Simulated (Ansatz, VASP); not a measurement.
# Te (Tellurium): VASP beside Ansatz

Wanted: the spread between two codes on one cell, functional and k mesh. Valence electrons are named where the data sets of a main pair hold unlike numbers.

Main program and level: Ansatz 0.2.0; plane waves, with VASP 6.6.1 beside it; band structure at r2SCANh with an exact-exchange share of 0.1.

The database entry behind the starting cell differs from later determinations by our own check (inner coordinate of an old entry), so it need not match the best structure at ambient conditions.

**1. Starting point**

It takes space group P3_121 (No. 152, trigonal). Conventional cell: a = 4.454 Å, b = 4.454 Å, c = 5.924 Å, α = 90.00°, β = 90.00°, γ = 120.00°. Te has 2 Te at 2.86 Å nearest.

As a file:

```
Te
1.0
     4.45400    0.00000    0.00000
    -2.22700    3.85728    0.00000
     0.00000    0.00000    5.92400
Te
3
Direct
  0.26900 0.00000 0.33333
  0.00000 0.26900 0.66667
  0.73100 0.73100 0.00000
```

**2. VASP: band structure, r2SCANh with an exact-exchange share of 0.1**

Levels along a path test the potential and the projectors away from the mesh points.

Lines of VASP's logs that name or quote its potential files are left out, and so is its time.

The run reads the wave functions of an earlier VASP run, which isn't shown here.

Input file INCAR:

```
SYSTEM = Te
PREC = Accurate
ENCUT = 400
EDIFF = 1E-06
NELM = 100
ISMEAR = 0
SIGMA = 0.02
LREAL = .FALSE.
ALGO = Normal
LHFCALC = .TRUE.
AEXX = 0.1
METAGGA = R2SCAN
LASPH = .TRUE.
NBANDS = 15
PRECFOCK = Fast
HFRCUT = -1
LORBIT = 11
LWAVE = .FALSE.
LCHARG = .FALSE.
KPAR = 4
```

Input file POSCAR:

```
Te
1.0
    4.4540000000      0.0000000000      0.0000000000
   -2.2270000000      3.8572771485      0.0000000000
    0.0000000000      0.0000000000      5.9240000000
Te
3
Direct
    0.2690000000      0.0000000000      0.3333333333
    0.0000000000      0.2690000000      0.6666666667
    0.7310000000      0.7310000000      0.0000000000
```

Input file KPOINTS:

```
Automatic mesh
0
Gamma
4 4 3
0 0 0
```

Input file KPOINTS_OPT:

```
Line mode
6
Line-mode
Reciprocal
  0.00000000   0.00000000   0.00000000 GAMMA
  0.50000000   0.00000000   0.00000000 M

  0.50000000   0.00000000   0.00000000 M
  0.33333333   0.33333333   0.00000000 K

  0.33333333   0.33333333   0.00000000 K
  0.00000000   0.00000000   0.00000000 GAMMA

  0.00000000   0.00000000   0.00000000 GAMMA
  0.00000000   0.00000000   0.50000000 A

  0.00000000   0.00000000   0.50000000 A
  0.50000000   0.00000000   0.50000000 L

  0.50000000   0.00000000   0.50000000 L
  0.33333333   0.33333333   0.50000000 H

  0.33333333   0.33333333   0.50000000 H
  0.00000000   0.00000000   0.50000000 A

  0.50000000   0.00000000   0.50000000 L
  0.50000000   0.00000000   0.00000000 M

  0.33333333   0.33333333   0.00000000 K
  0.33333333   0.33333333   0.50000000 H
```

Potentials, in the order of the species: Te (PBE family, release 64).

On the command line:

```console
mpirun -np 4 vasp_std
```

Numbers of over 12 decimals in the logs are rounded to 6 here.

The program printed:

```text
[banner, memory and clock lines left out]
running    4 mpi-ranks, on    1 nodes
 distrk:  each k-point on    1 cores,    4 groups
 distr:  one band on    1 cores,    1 groups

 POSCAR found type information on POSCAR Te
 POSCAR found :  1 types and       3 ions
|                                                                             |
|               ----> ADVICE to this user running VASP <----                  |
|                                                                             |
|     You enforced a specific xc type in the INCAR file but a different       |
|     [... a line on the potential file left out ...]
|     I HOPE YOU KNOW WHAT YOU ARE DOING!                                     |
|                                                                             |

 LDA part: xc-table for (None), standard interpolation
 found WAVECAR, reading the header
 POSCAR, INCAR and KPOINTS ok, starting setup
 FFT: planning ... GRIDC
 FFT: planning ... GRID_SOFT
 FFT: planning ... GRID
 HFRCUT set to (new)   10.526070
 reading WAVECAR
 the WAVECAR file was read successfully
 initial charge from wavefunction
 entering main loop
       N       E                     dE             d eps       ncg     rms          rms(c)
DAV:   1    -0.711193495022E+02   -0.71119E+02   -0.73862E-01   270   0.629E+00    0.545E+00
DAV:   2    -0.711277974537E+02   -0.84480E-02   -0.33483E-02   333   0.125E+00    0.317E+00
DAV:   3    -0.711282210417E+02   -0.42359E-03   -0.18187E-03   426   0.296E-01    0.199E+00
DAV:   4    -0.711283953236E+02   -0.17428E-03   -0.32967E-04   347   0.121E-01    0.123E+00
DAV:   5    -0.711284870525E+02   -0.91729E-04   -0.89650E-05   361   0.661E-02    0.761E-01
DAV:   6    -0.711285291356E+02   -0.42083E-04   -0.25611E-05   319   0.369E-02    0.473E-01
DAV:   7    -0.711285485460E+02   -0.19410E-04   -0.93818E-06   347   0.233E-02    0.295E-01
DAV:   8    -0.711285577742E+02   -0.92282E-05   -0.36200E-06   319   0.148E-02    0.184E-01
DAV:   9    -0.711285622940E+02   -0.45198E-05   -0.13078E-06   226   0.947E-03    0.114E-01
DAV:  10    -0.711285645868E+02   -0.22929E-05   -0.79095E-07   156   0.813E-03    0.718E-02
DAV:  11    -0.711285658165E+02   -0.12296E-05   -0.31117E-07   156   0.527E-03    0.457E-02
DAV:  12    -0.711285664896E+02   -0.67310E-06   -0.12861E-07   156   0.346E-03
   1 F= -.71128566E+02 E0= -.71128566E+02  d E =-.164851E-20
 Start KPOINTS_OPT (optional k-point list driver)
k-point batch [1-9\54]
       N       E                     dE             ncg
DAV:   1     0.648516755476E+03   -0.21524E+04      270
DAV:   2    -0.188899248885E+02   -0.66741E+03      361
DAV:   3    -0.737865457656E+02   -0.54897E+02      326
DAV:   4    -0.749236310246E+02   -0.11371E+01      447
DAV:   5    -0.749301217044E+02   -0.64907E-02      382
DAV:   6    -0.749302028249E+02   -0.81121E-04      433
DAV:   7    -0.749302035518E+02   -0.72696E-06      312
[...]
k-point batch [46-54\54]
       N       E                     dE             ncg
DAV:   1     0.565900072837E+03   -0.36099E+04      270
DAV:   2    -0.647292481022E+02   -0.63063E+03      347
DAV:   3    -0.112867756140E+03   -0.48139E+02      333
DAV:   4    -0.113940071051E+03   -0.10723E+01      412
DAV:   5    -0.113946015626E+03   -0.59446E-02      368
DAV:   6    -0.113946086691E+03   -0.71065E-04      433
DAV:   7    -0.113946087281E+03   -0.58970E-06      268
```

Parts of OUTCAR (step 2):

```text
ion  position               nearest neighbor table
   1  0.269  0.000  0.333-   3 2.86   2 2.86   3 3.47   3 3.47   2 3.47   2 3.47
   2  0.000  0.269  0.667-   3 2.86   1 2.86   3 3.47   3 3.47   1 3.47   1 3.47
   3  0.731  0.731  0.000-   1 2.86   2 2.86   1 3.47   2 3.47   2 3.47   1 3.47

  LATTYP: Found a hexagonal cell.
 ALAT       =     4.4540000000
 C/A-ratio  =     1.3300404131

 Subroutine GETGRP returns: Found  6 space group operations
 (whereof  2 operations were pure point group operations)

The static configuration has the point symmetry C_2 .
 The point group associated with its full space group is D_3 .

 Found      9 irreducible k-points:

   k-points           NKPTS =      9   k-points in BZ     NKDIM =     48   number of bands    NBANDS=     15

   dimension x,y,z NGX =    30 NGY =   30 NGZ =   40
   dimension x,y,z NGXF=    60 NGYF=   60 NGZF=   80

   ENCUT  =  400.0 eV  29.40 Ry    5.42 a.u.   7.26  7.26  9.66*2*pi/ulx,y,z

   NELECT =      18.0000    total number of electrons

 k-points in reciprocal lattice and weights: Automatic mesh
   0.00000000  0.00000000  0.00000000       0.021
   0.25000000  0.00000000  0.00000000       0.125
   0.50000000  0.00000000  0.00000000       0.062
   0.25000000  0.25000000  0.00000000       0.125
   0.00000000  0.00000000  0.33333333       0.042
   0.25000000  0.00000000  0.33333333       0.125
   0.00000000  0.25000000  0.33333333       0.125
   0.50000000  0.00000000  0.33333333       0.125
   0.25000000  0.25000000  0.33333333       0.250

  exchange ACFDT corr.  =         0.00000000  see jH, gK, PRB 81, 115126

 average (electrostatic) potential at core
       1 -91.8124       2 -91.8124       3 -91.8124

 E-fermi :   5.4247

 k-point     1 :       0.0000    0.0000    0.0000
  band No.  band energies     occupation
    ...
      5       2.6334      2.00000
      6       2.6334      2.00000
      7       3.7267      2.00000
      8       3.7267      2.00000
      9       4.5749      2.00000
     10       7.1155      0.00000
     11       7.1155      0.00000
     12       7.7982      0.00000
     13      11.3879      0.00000
     14      11.3879      0.00000
    ...

 k-point     2 :       0.2500    0.0000    0.0000
  band No.  band energies     occupation
    ...
      5       1.3711      2.00000
      6       1.8516      2.00000
      7       3.9398      2.00000
      8       4.5052      2.00000
      9       4.6418      2.00000
     10       6.9603      0.00000
     11       7.2019      0.00000
     12       8.0523      0.00000
     13      10.1572      0.00000
     14      11.7699      0.00000
    ...

 k-point     3 :       0.5000    0.0000    0.0000
  band No.  band energies     occupation
    ...
      5       0.7783      2.00000
      6       1.6317      2.00000
      7       1.7420      2.00000
      8       4.4593      2.00000
      9       4.6697      2.00000
     10       6.9688      0.00000
     11       7.0419      0.00000
     12       9.2567      0.00000
     13      10.0874      0.00000
     14      13.9646      0.00000
    ...

  energy-cutoff  :      400.00
  volume of cell :      101.78
      direct lattice vectors                 reciprocal lattice vectors
     4.454000000  0.000000000  0.000000000     0.224517288  0.129625117  0.000000000
    -2.227000000  3.857277149  0.000000000     0.000000000  0.259250233  0.000000000
     0.000000000  0.000000000  5.924000000     0.000000000  0.000000000  0.168804862

 POSITION                                       TOTAL-FORCE (eV/Angst)
 -----------------------------------------------------------------------------------
      1.19813      0.00000      1.97467        -0.273293     -0.000000     -0.000000
     -0.59906      1.03761      3.94933         0.136647     -0.236679      0.000000
      1.62794      2.81967      0.00000         0.136647      0.236679      0.000000
 -----------------------------------------------------------------------------------
    total drift:                                0.000000      0.000001      0.000000

  FREE ENERGIE OF THE ION-ELECTRON SYSTEM (eV)
  ---------------------------------------------------
  free  energy   TOTEN  =       -71.1285664896 eV

  energy  without entropy=      -71.1285664896  energy(sigma->0) =      -71.12856649

 total charge
# of ion       s       p       d       tot
------------------------------------------
    1        1.423   1.877   0.044   3.344
    2        1.423   1.877   0.044   3.344
    3        1.423   1.877   0.044   3.344
--------------------------------------------------
tot          4.269   5.631   0.132  10.032

[... 3 further parts left out ...]
```

The PAW data sets were made with PBE, which is usual practice but a small mismatch for other functionals.

(Part 1 of 2 ends here.)

[Lines on the potential files, build, host, timing and source positions are cut from VASP's logs without a mark.]

[Logs are printed without paths, hosts, clocks, repeated set-up lines and the standing remarks that a program may print on its own settings, such as how far it seeks lower states.]

[Hosts, paths, dates, database ids (printed as entryN), source tags and the programs' standing remarks are cut or masked in the printed files.]
